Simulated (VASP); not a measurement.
An input for Ansatz (written as the equivalent of a VASP run, and not itself run):

Ansatz 0.2 input:
```yaml
crystal:
  lattice:
    - [4.1530485, 0.0000000, 0.0000000]
    - [-2.0765242, 3.5966455, 0.0000000]
    - [0.0000000, 0.0000000, 8.5596062]
  atoms:
    - { symbol: Sc, position: [0.3333330, 0.6666670, 0.0231238] }
    - { symbol: Sc, position: [0.6666670, 0.3333330, 0.5231238] }
    - { symbol: Te, position: [0.3333330, 0.6666670, 0.3518762] }
    - { symbol: Te, position: [0.6666670, 0.3333330, 0.8518762] }
kpoints:
  mp_grid: { grid: [8, 8, 4] }
hamiltonian:
  xc: pbesol
  pseudopotentials: { kind: paw }
scf:
  occupations: { method: methfessel_paxton, width: 0.1 }
  max_iter: 100
relax:
  max_steps: 60
  f_tol: 0.02
  cell: {}
output: { forces: true, stress: true, eigenvalues: true }
```

Task: Translate this input to VASP (INCAR, KPOINTS, POSCAR, choice of POTCAR).

Result: One answer among several that fit: 
POSCAR:
```
ScTe
1.0
  4.1530484921   0.0000000000   0.0000000000
 -2.0765242461   3.5966454909   0.0000000000
  0.0000000000   0.0000000000   8.5596061987
Sc Te
2 2
direct
  0.3333330000   0.6666670000   0.0231237521
  0.6666670000   0.3333330000   0.5231237521
  0.3333330000   0.6666670000   0.3518762479
  0.6666670000   0.3333330000   0.8518762479
```

File KPOINTS:
```
Automatic mesh
0
Gamma
8 8 4
0 0 0
```

### INCAR
```
! general
SYSTEM  = ScTe
PREC    = Accurate
ENCUT   = 400   ! plane-wave cut-off (eV)
LREAL   = F
LASPH   = T

! electronic loop
EDIFF   = 1E-6   ! SCF stop (eV)
NELM    = 100   ! most electronic steps
ALGO    = Normal   ! blocked Davidson
LMAXMIX = 4   ! l cut-off of mixed one-centre charges

! smearing
ISMEAR  = 1   ! Methfessel-Paxton
SIGMA   = 0.1

! functional
GGA     = PS   ! PBEsol

! ions
IBRION  = 2   ! conjugate gradients
NSW     = 60   ! most ionic steps
ISIF    = 3
EDIFFG  = -0.02

! output
LWAVE   = F
LCHARG  = F
```

POTCAR, in this order: Sc_sv Te (PBE.64 set). Program: vasp_std.

The two are equivalent in intent, not identical: each code has its own PAW files, so the cut-off isn't converted (ENCUT is set for VASP's; basis.ecutwfc is left out, and Ansatz then takes the one that its files recommend); Ansatz stops its SCF on the density residual and VASP on the energy change (EDIFF).

The structure was generated: ScTe was put into the wurtzite type (P6_3mc), which need not be its known phase. This run relaxes it. Symmetry was kept, so distortions that lower it aren't found. The start is the result of an earlier pass.
